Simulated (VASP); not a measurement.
# Ga15CoN16 (a cell with a defect) in VASP: notebook

The runs below take Ga15CoN16 (a cell with a defect) through single point, relaxation of the atoms, with PBEsol+U.

Everything below comes from runs of VASP 6.6.1. Logs are shortened: lines on timing, memory, paths and dates and some standing lists are left out, and cuts for length are marked.

### 1 The structure

The cell holds a defect, 32 atoms: a = 6.380 Å, b = 6.380 Å, c = 10.378 Å, α = 90.00°, β = 90.00°, γ = 120.00°.

### 2 Single point, PBEsol+U, collinear spin, ferromagnetic start

Input file INCAR:

```
SYSTEM = Ga15CoN16
PREC     = Accurate       ! precision mode
ENCUT    = 450            ! plane-wave cutoff, eV
EDIFF    = 1E-5           ! SCF threshold, eV
ISMEAR   = 0              ! smearing method
SIGMA    = 0.03           ! smearing width, eV
LREAL    = Auto         
LASPH    = .TRUE.         ! aspherical terms in the spheres
NELM     = 120            ! most SCF steps
ALGO     = Normal         ! electronic algorithm
ISIF     = 2              ! what is computed and relaxed
LWAVE    = .FALSE.        ! write WAVECAR
LCHARG   = .FALSE.        ! write CHGCAR
ISPIN    = 2              ! spin polarisation
MAGMOM   = 2 0 0 0 0 0 0 0 0 0 0 0 0 0 0 0 0 0 0 0 0 0 0 0 0 0 0 0 0 0 0 0 ! initial moments
LORBIT   = 11             ! projections on sites
NUPDOWN  = 2              ! fixed moment
LMAXMIX  = 4              ! l up to which the mixer works
LDAU     = .TRUE.         ! DFT+U
LDAUTYPE = 2            
LDAUL    = 2 -1 -1        ! shell
LDAUU    = 4 0 0          ! U, eV
LDAUJ    = 0 0 0        
LDAUPRINT= 1            
GGA      = PS             ! functional
KPAR     = 4
```

Input file KPOINTS:

```
regular mesh
0
G
  3 3 2
  0 0 0
```

Input file POSCAR:

```
Ga15CoN16
1.0
    6.3800000000      0.0000000000      0.0000000000
   -3.1900000000      5.5252420762      0.0000000000
    0.0000000000      0.0000000000     10.3780000000
Co Ga N
1 15 16
Direct
    0.3333333333      0.1666666667      0.0000000000
    0.3333333333      0.1666666667      0.5000000000
    0.3333333333      0.6666666667      0.0000000000
    0.3333333333      0.6666666667      0.5000000000
    0.8333333333      0.1666666667      0.0000000000
    0.8333333333      0.1666666667      0.5000000000
    0.8333333333      0.6666666667      0.0000000000
    0.8333333333      0.6666666667      0.5000000000
    0.1666666667      0.3333333333      0.2500000000
    0.1666666667      0.3333333333      0.7500000000
    0.1666666667      0.8333333333      0.2500000000
    0.1666666667      0.8333333333      0.7500000000
    0.6666666667      0.3333333333      0.2500000000
    0.6666666667      0.3333333333      0.7500000000
    0.6666666667      0.8333333333      0.2500000000
    0.6666666667      0.8333333333      0.7500000000
    0.3333333333      0.1666666667      0.1875000000
    0.3333333333      0.1666666667      0.6875000000
    0.3333333333      0.6666666667      0.1875000000
    0.3333333333      0.6666666667      0.6875000000
    0.8333333333      0.1666666667      0.1875000000
    0.8333333333      0.1666666667      0.6875000000
    0.8333333333      0.6666666667      0.1875000000
    0.8333333333      0.6666666667      0.6875000000
    0.1666666667      0.3333333333      0.4375000000
    0.1666666667      0.3333333333      0.9375000000
    0.1666666667      0.8333333333      0.4375000000
    0.1666666667      0.8333333333      0.9375000000
    0.6666666667      0.3333333333      0.4375000000
    0.6666666667      0.3333333333      0.9375000000
    0.6666666667      0.8333333333      0.4375000000
    0.6666666667      0.8333333333      0.9375000000
```

Potentials or basis: VASP PAW PBE potentials, release 64 (Co, Ga_d, N).

Launch:

```
> cat potpaw_PBE.64/Co/POTCAR potpaw_PBE.64/Ga_d/POTCAR potpaw_PBE.64/N/POTCAR > POTCAR
> mpirun -np 4 vasp_std > vasp.out
```

OUTCAR:

```text
SYSTEM = Ga15CoN16
   PREC = Accurate
   ENCUT = 450
   EDIFF = 1E-5
   ISMEAR = 0
   LREAL = Auto
   LASPH = .TRUE.
   NELM = 120
   ISIF = 2
   ISPIN = 2
   LORBIT = 11
   NUPDOWN = 2
   GGA = PS

 ion  position               nearest neighbor table
   1  0.333  0.167  0.000-  17 1.95  26 1.95  30 1.95  28 1.95
   2  0.333  0.167  0.500-  18 1.95  25 1.95  29 1.95  27 1.95
   3  0.333  0.667  0.000-  19 1.95  28 1.95  32 1.95  26 1.95
   4  0.333  0.667  0.500-  20 1.95  27 1.95  31 1.95  25 1.95
   5  0.833  0.167  0.000-  21 1.95  30 1.95  26 1.95  32 1.95
   6  0.833  0.167  0.500-  22 1.95  29 1.95  25 1.95  31 1.95
[... 24 lines left out ...]
  31  0.667  0.833  0.438-  15 1.95   8 1.95   4 1.95   6 1.95
  32  0.667  0.833  0.938-  16 1.95   7 1.95   3 1.95   5 1.95

  LATTYP: Found a hexagonal cell.
 ALAT       =     6.3800000000
 C/A-ratio  =     1.6266457680

  Lattice vectors:

 A1 = (   6.3800000000,   0.0000000000,   0.0000000000)
 A2 = (  -3.1900000000,   5.5252420762,   0.0000000000)
 A3 = (   0.0000000000,   0.0000000000,  10.3780000000)

Analysis of symmetry for initial positions (statically):
=====================================================================
 Subroutine PRICEL returns:
 Original cell was already a primitive cell.

 Routine SETGRP: Setting up the symmetry group for a
 hexagonal supercell.

 Subroutine GETGRP returns: Found  6 space group operations
 (whereof  2 operations were pure point group operations)
 out of a pool of 24 trial point group operations.

The static configuration has the point symmetry C_1h.
 The point group associated with its full space group is C_3v.

Analysis of symmetry for dynamics (positions and initial velocities):
=====================================================================
 Subroutine PRICEL returns:
 Original cell was already a primitive cell.

 Routine SETGRP: Setting up the symmetry group for a
 hexagonal supercell.

 Subroutine GETGRP returns: Found  6 space group operations
 (whereof  2 operations were pure point group operations)
 out of a pool of 24 trial point group operations.

The dynamic configuration has the point symmetry C_1h.
 The point group associated with its full space group is C_3v.

Analysis of structural, dynamic, and magnetic symmetry:
=====================================================================
 Subroutine PRICEL returns:
 Original cell was already a primitive cell.

 Routine SETGRP: Setting up the symmetry group for a
 hexagonal supercell.

 Subroutine GETGRP returns: Found  6 space group operations
 (whereof  2 operations were pure point group operations)
 out of a pool of 24 trial point group operations.

The overall configuration has the point symmetry C_1h.
 The point group associated with its full space group is C_3v.

 Subroutine INISYM returns: Found  6 space group operations
 (whereof  2 operations are pure point group operations),
 and found     1 'primitive' translations

----------------------------------------------------------------------------------------

                                     Primitive cell

  volume of cell :     365.8353

  direct lattice vectors                    reciprocal lattice vectors
     6.380000000  0.000000000  0.000000000     0.156739812  0.090493773  0.000000000
    -3.190000000  5.525242076  0.000000000     0.000000000  0.180987545  0.000000000
     0.000000000  0.000000000 10.378000000     0.000000000  0.000000000  0.096357680

  length of vectors
     6.380000000  6.380000000 10.378000000     0.180987545  0.180987545  0.096357680

  position of ions in fractional coordinates (direct lattice)
     0.333333333  0.166666667  0.000000000
     0.333333333  0.166666667  0.500000000
     0.333333333  0.666666667  0.000000000
     0.333333333  0.666666667  0.500000000
     0.833333333  0.166666667  0.000000000
     0.833333333  0.166666667  0.500000000
[... 24 lines left out ...]
     0.666666667  0.833333333  0.437500000
     0.666666667  0.833333333  0.937500000
[... 122 lines left out ...]
   LRPA    =     F    only Hartree local field effects (RPA)
 spin polarized calculation
 Gauss-broadening in eV      SIGMA  =   0.03
  energy-cutoff  :      450.00
  volume of cell :      365.84
 maximum number of plane-waves:      7950
 NGX is ok and might be reduce to    48
   NGX = 23   NGY = 23   NGZ = 35

atom =   1  type =  1  l = 2

 onsite density matrix

spin component  1

  0.9275  0.0000 -0.0000  0.0303 -0.0000
  0.0000  0.9426  0.0000 -0.0000  0.0303
 -0.0000  0.0000  0.9759  0.0000  0.0000
  0.0303 -0.0000  0.0000  0.9426 -0.0000
 -0.0000  0.0303  0.0000 -0.0000  0.9275

spin component  2

  0.4711 -0.0000 -0.0000  0.3630 -0.0000
 -0.0000  0.6897  0.0000  0.0000  0.3630
 -0.0000  0.0000  0.2118 -0.0000  0.0000
  0.3630  0.0000 -0.0000  0.6897  0.0000
 -0.0000  0.3630  0.0000  0.0000  0.4711

 occupancies and eigenvectors

  o =  0.2013  v =  0.0000  0.0000  0.0000  0.0000  0.0000 -0.8026 -0.0000 -0.0000  0.5965 -0.0000      0.0000  0.0000  0.0000  0.0000  0.0000  0.0000  0.0000  0.0000  0.0000  0.0000
  o =  0.2013  v =  0.0000  0.0000  0.0000  0.0000  0.0000  0.0000 -0.5965 -0.0000  0.0000  0.8026      0.0000  0.0000  0.0000  0.0000  0.0000  0.0000  0.0000  0.0000  0.0000  0.0000
  o =  0.2118  v =  0.0000  0.0000  0.0000  0.0000  0.0000  0.0000 -0.0000  1.0000  0.0000  0.0000      0.0000  0.0000  0.0000  0.0000  0.0000  0.0000  0.0000  0.0000  0.0000  0.0000
  o =  0.9038  v = -0.7883  0.0000 -0.0000  0.6153 -0.0000  0.0000  0.0000  0.0000  0.0000  0.0000      0.0000  0.0000  0.0000  0.0000  0.0000  0.0000  0.0000  0.0000  0.0000  0.0000
  o =  0.9038  v =  0.0000 -0.6153 -0.0000  0.0000  0.7883  0.0000  0.0000  0.0000  0.0000  0.0000      0.0000  0.0000  0.0000  0.0000  0.0000  0.0000  0.0000  0.0000  0.0000  0.0000
  o =  0.9595  v =  0.0000  0.0000  0.0000  0.0000  0.0000  0.5965 -0.0000 -0.0000  0.8026 -0.0000      0.0000  0.0000  0.0000  0.0000  0.0000  0.0000  0.0000  0.0000  0.0000  0.0000
  o =  0.9595  v =  0.0000  0.0000  0.0000  0.0000  0.0000  0.0000  0.8026  0.0000  0.0000  0.5965      0.0000  0.0000  0.0000  0.0000  0.0000  0.0000  0.0000  0.0000  0.0000  0.0000
  o =  0.9663  v = -0.6153 -0.0000  0.0000 -0.7883  0.0000  0.0000  0.0000  0.0000  0.0000  0.0000      0.0000  0.0000  0.0000  0.0000  0.0000  0.0000  0.0000  0.0000  0.0000  0.0000
  o =  0.9663  v =  0.0000 -0.7883  0.0000  0.0000 -0.6153  0.0000  0.0000  0.0000  0.0000  0.0000      0.0000  0.0000  0.0000  0.0000  0.0000  0.0000  0.0000  0.0000  0.0000  0.0000
  o =  0.9759  v =  0.0000  0.0000  1.0000  0.0000  0.0000  0.0000  0.0000  0.0000  0.0000  0.0000      0.0000  0.0000  0.0000  0.0000  0.0000  0.0000  0.0000  0.0000  0.0000  0.0000

 number of electron     284.0000031 magnetization       2.0000002

 Free energy of the ion-electron system (eV)
  ---------------------------------------------------
  ext. energy  EPLUGINS =         0.00000000
  ---------------------------------------------------
  free energy    TOTEN  =      -209.18019169 eV

  energy without entropy =     -209.17825197  energy(sigma->0) =     -209.17922183

 E-fermi :   5.2727     XC(G=0): -11.8784

 val. band max:        5.3070895415   @ k =   0.3333  -0.0000   0.0000
 cond. band min:       5.4817176773   @ k =   0.0000   0.0000   0.0000
 fundamental gap:      0.1746281359
 Fermi energy:         5.3310787249

 spin component 1

 k-point     1 :       0.0000    0.0000    0.0000
  band No.  band energies     occupation
      1     -10.7564      1.00000
      2     -10.2025      1.00000
      3     -10.1472      1.00000
      4      -9.8571      1.00000
      5      -9.8571      1.00000
      6      -9.8553      1.00000
[... 931 lines left out ...]
    153      11.7103      0.00000
    154      11.7148      0.00000
 Fermi energy:         5.2726805996

 spin component 2

 k-point     1 :       0.0000    0.0000    0.0000
  band No.  band energies     occupation
      1     -10.7691      1.00000
      2     -10.2087      1.00000
      3     -10.1699      1.00000
      4      -9.8647      1.00000
      5      -9.8637      1.00000
      6      -9.8637      1.00000
[... 931 lines left out ...]
    153      11.7072      0.00000
    154      11.7272      0.00000
 [bands above 154 left out]

------------------------ aborting loop because EDIFF is reached ----------------------------------------

  FORCE on cell =-STRESS in cart. coord.  units (eV):
  Direction    XX          YY          ZZ          XY          YZ          ZX
  --------------------------------------------------------------------------------------
  -------------------------------------------------------------------------------------
  Total       -7.0355129     -7.0355129     -1.7785518      0.0000000     -0.0000000     -0.0000000
  in kB      -30.8120570    -30.8120570     -7.7891745      0.0000000     -0.0000000     -0.0000000
  external PRESSURE =     -23.1377629 kB  Pullay stress =       0.0000000 kB

 VOLUME and BASIS-vectors are now :
 -----------------------------------------------------------------------------
  energy-cutoff  :      450.00
  volume of cell :      365.84
      direct lattice vectors                 reciprocal lattice vectors
     6.380000000  0.000000000  0.000000000     0.156739812  0.090493773  0.000000000
    -3.190000000  5.525242076  0.000000000     0.000000000  0.180987545  0.000000000
     0.000000000  0.000000000 10.378000000     0.000000000  0.000000000  0.096357680

 POSITION                                       TOTAL-FORCE (eV/Angst)
 -----------------------------------------------------------------------------------
      1.59500      0.92087      0.00000        -0.000000      0.000000      0.005894
      1.59500      0.92087      5.18900        -0.000000      0.000000     -0.229221
     -0.00000      3.68349      0.00000         0.087806      0.050695      0.058401
     -0.00000      3.68349      5.18900        -0.010187     -0.005881     -0.170410
      4.78500      0.92087      0.00000         0.000000     -0.101390      0.058401
      4.78500      0.92087      5.18900        -0.000000      0.011763     -0.170410
[... 24 lines left out ...]
      1.59500      4.60437      4.54038        -0.000000      0.000000      0.149786
      1.59500      4.60437      9.72938        -0.000000      0.000000      0.082320
 -----------------------------------------------------------------------------------
    total drift:                               -0.000010     -0.000008      0.007503

  FREE ENERGIE OF THE ION-ELECTRON SYSTEM (eV)
  ---------------------------------------------------
  free  energy   TOTEN  =      -209.1801916940 eV

  energy  without entropy=     -209.1782519658  energy(sigma->0) =     -209.17922183

 total charge

# of ion       s       p       d       tot
------------------------------------------
    1        0.448   0.546   7.218   8.213
    2        0.789   0.901  10.180  11.870
    3        0.792   0.900  10.174  11.866
    4        0.789   0.902  10.180  11.872
    5        0.792   0.900  10.174  11.866
    6        0.789   0.902  10.180  11.872
[... 24 lines left out ...]
   31        1.223   2.493   0.000   3.716
   32        1.224   2.490   0.000   3.714
--------------------------------------------------
tot         31.919  53.772 159.891 245.582

 magnetization (x)

# of ion       s       p       d       tot
------------------------------------------
    1        0.017   0.043   2.182   2.243
    2        0.000   0.000  -0.000   0.000
    3        0.005   0.002  -0.004   0.003
    4        0.001   0.001  -0.000   0.001
    5        0.005   0.002  -0.004   0.003
    6        0.001   0.001  -0.000   0.001
[... 24 lines left out ...]
   31        0.000  -0.001   0.000  -0.001
   32       -0.000  -0.015   0.000  -0.015
--------------------------------------------------
tot          0.062  -0.267   2.158   1.953
```

It took 7.4 min on 4 MPI ranks of AMD EPYC 9R45 (Zen 5), shared host; peak memory 0.8 GiB.

Results:

```
Free energy                                           : -209.1802 eV
Largest force                                         : 0.345 eV/Å
Net moment                                            : 2.00 μB per cell
Site moments                                          : Co +2.24; Ga +0.00; N +0.00, -0.01, -0.00, -0.08 μB
Valence electrons inside the program's atomic spheres : Co 8.21; Ga 11.87; N 3.70, 3.71, 3.72, 3.68
```

Forces in eV/Å, atoms in the order of the input:
```
Co   0.000  0.000  0.006
Ga   0.000  0.000 -0.229
Ga   0.088  0.051  0.058
Ga  -0.010 -0.006 -0.170
Ga   0.000 -0.101  0.058
Ga   0.000  0.012 -0.170
Ga  -0.088  0.051  0.058
Ga   0.010 -0.006 -0.170
Ga   0.176 -0.102 -0.246
Ga   0.013 -0.008 -0.059
Ga   0.000  0.203 -0.246
Ga   0.000  0.015 -0.059
Ga  -0.176 -0.102 -0.246
Ga  -0.013 -0.008 -0.059
Ga   0.000  0.000 -0.155
Ga   0.000  0.000 -0.116
N    0.000  0.000  0.345
N    0.000  0.000  0.101
N    0.001  0.001  0.095
N    0.025  0.015  0.112
N    0.000 -0.001  0.095
N    0.000 -0.029  0.112
N   -0.001  0.001  0.095
N   -0.025  0.015  0.112
N   -0.040  0.023  0.222
N   -0.088  0.051 -0.073
N    0.000 -0.046  0.222
N    0.000 -0.101 -0.073
N    0.040  0.023  0.222
N    0.088  0.051 -0.073
N    0.000  0.000  0.150
N    0.000  0.000  0.082
```

Eigenvalues of the final occupation matrices:
| site | spin | trace | eigenvalues |
| --- | --- | --- | --- |
| site 1 d | 1 | 4.72 | 0.90 0.90 0.97 0.97 0.98 |
| site 1 d | 2 | 2.53 | 0.20 0.20 0.21 0.96 0.96 |

Caveat: the k mesh is coarse (spacing up to 0.38 Å⁻¹), so the values aren't converged; the cutoff is under 1.25 times the usual one of these potentials, so pressure, stress and relaxed cells hold a basis-set (Pulay) error; the PAW data sets were made with another functional, which shifts forces and pressure a little; the cell's inner coordinates are idealised or old, which leaves forces on the atoms; the total moment is fixed, so each spin has its own Fermi level. The state reached can hang on the start; a lower one may exist.

(Part 1 of 2 ends here.)
